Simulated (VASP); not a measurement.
Input of a VASP 6.6.1 run:

Contents of POSCAR:

```
YB6
1.0
    4.1130000000      0.0000000000      0.0000000000
    0.0000000000      4.1130000000      0.0000000000
    0.0000000000      0.0000000000      4.1130000000
Y B
1 6
Direct
    0.0000000000      0.0000000000      0.0000000000
    0.2070000000      0.5000000000      0.5000000000
    0.5000000000      0.2070000000      0.5000000000
    0.7930000000      0.5000000000      0.5000000000
    0.5000000000      0.7930000000      0.5000000000
    0.5000000000      0.5000000000      0.2070000000
    0.5000000000      0.5000000000      0.7930000000
```

The input INCAR.step1:

```
PREC = Accurate ; ENCUT = 600
EDIFF = 1E-8 ; ISMEAR = 0
SIGMA = 0.1 ; LREAL = False
LASPH = True ; NELM = 80
ALGO = Fast ; ISIF = 3
LWAVE = False ; LCHARG = False
GGA = PS ; IBRION = 2
NSW = 40 ; EDIFFG = -0.002
```

INCAR.step2

```
PREC = Accurate ; ENCUT = 600
EDIFF = 1E-8 ; ISMEAR = 0
SIGMA = 0.1 ; LREAL = False
LASPH = True ; NELM = 80
ALGO = Fast ; ISIF = 2
LWAVE = False ; LCHARG = False
GGA = PS ; IBRION = 6
NFREE = 2 ; POTIM = 0.015
NSW = 1
```

Contents of KPOINTS:

```
regular mesh
0
Gamma
  10 10 10
```

Potentials or basis: VASP PAW PBE potentials, release 64 (Y_sv, B).

The run is started by

```bash
$ cat potpaw_PBE.64/Y_sv/POTCAR potpaw_PBE.64/B/POTCAR > POTCAR
$ cp INCAR.step1 INCAR
$ mpirun -np 1 vasp_std > vasp.out
$ cp CONTCAR POSCAR
$ cp INCAR.step2 INCAR
$ mpirun -np 1 vasp_std > vasp.out
```

Predict the highest phonon frequency at Γ, LO-TO splitting left out.

1369 cm⁻¹.

Predict the space group after relaxing (to 0.05 Å).

Pm-3m (No. 221).

Predict the relaxed cell.

a = 4.077 Å, b = 4.077 Å, c = 4.077 Å, α = 90.00°, β = 90.00°, γ = 90.00°.

Final structure:
```xyz
7
Lattice="4.0768 0.0000 0.0000 0.0000 4.0768 0.0000 0.0000 0.0000 4.0768" Properties=species:S:1:pos:R:3 pbc="T T T"
Y     0.0000    0.0000    0.0000
B     0.8101    2.0384    2.0384
B     2.0384    0.8101    2.0384
B     3.2667    2.0384    2.0384
B     2.0384    3.2667    2.0384
B     2.0384    2.0384    0.8101
B     2.0384    2.0384    3.2667
```
